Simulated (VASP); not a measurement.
Consider the following.

```xyz
4
Lattice="3.8659 0.0000 0.0000 -1.9330 3.3480 0.0000 0.0000 0.0000 7.5390" Properties=species:S:1:pos:R:3 pbc="T T T"
Ru     0.0000     2.2320     0.1063
Ru     1.9330     1.1160     3.8758
Te     0.0000     2.2320     2.7208
Te     1.9330     1.1160     6.4903
```

Level of theory: r2SCAN meta-GGA, VASP's PBE PAW potentials (set 64) (plane waves; VASP). Run with 400 eV cut-off, 10×10×5 Γ-centred mesh, tetrahedra with Blöchl corrections, potentials Ru_pv Te.

The cores are frozen, which limits the accuracy of field gradients.

Q: Give the principal components of the electric field gradient (V/Å²) and the asymmetry η at each nucleus.

A: 
```json
[
 {"atom": "Ru1", "Vxx": "22.2", "Vyy": "22.2", "Vzz": "-44.5", "η": "0.00"},
 {"atom": "Ru2", "Vxx": "22.2", "Vyy": "22.2", "Vzz": "-44.5", "η": "0.00"},
 {"atom": "Te3", "Vxx": "20.2", "Vyy": "20.2", "Vzz": "-40.4", "η": "0.00"},
 {"atom": "Te4", "Vxx": "20.2", "Vyy": "20.2", "Vzz": "-40.4", "η": "0.00"}
]
```

The structure was generated: RuTe was put into the wurtzite type (P6_3mc), which need not be its known phase. It was relaxed first, which changed the volume by -31 %.
